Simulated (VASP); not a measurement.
Input:

```
FeNi3
1.0
    3.43232     0.00000     0.00000
    0.00000     3.43232     0.00000
    0.00000     0.00000     3.43232
Fe Ni
1 3
Direct
  0.00000   0.00000   0.00000
  0.00000   0.50000   0.50000
  0.50000   0.00000   0.50000
  0.50000   0.50000   0.00000
```
Starting moments (μB, in the order of the record's atoms Fe Ni Ni Ni): 3.2 0.7 0.7 0.7.

These are r2SCAN+rVV10, VASP's PBE PAW potentials (set 64) (plane waves; VASP 6.6.1) values and carry that method's errors. Run with 520 eV cut-off, 9×9×9 Γ-centred mesh, first-order Methfessel-Paxton smearing of 0.10 eV, potentials Fe Ni.

Problem. The job: Ni3Fe (L1_2), 4 atoms, r2SCAN+rVV10, static run, 520 eV, 9×9×9 Γ-centred mesh. Roughly how much core time does it take on a busy server core?

Solution. About 4 core-minutes (one run on a shared machine, a rough figure). It had 35 irreducible k-points, 26 bands, up to 1101 plane waves and 20 electronic steps.

The compound is Ni3Fe in the L1_2 structure. This cell is one point of a volume scan, at 0.94 of the reference volume.
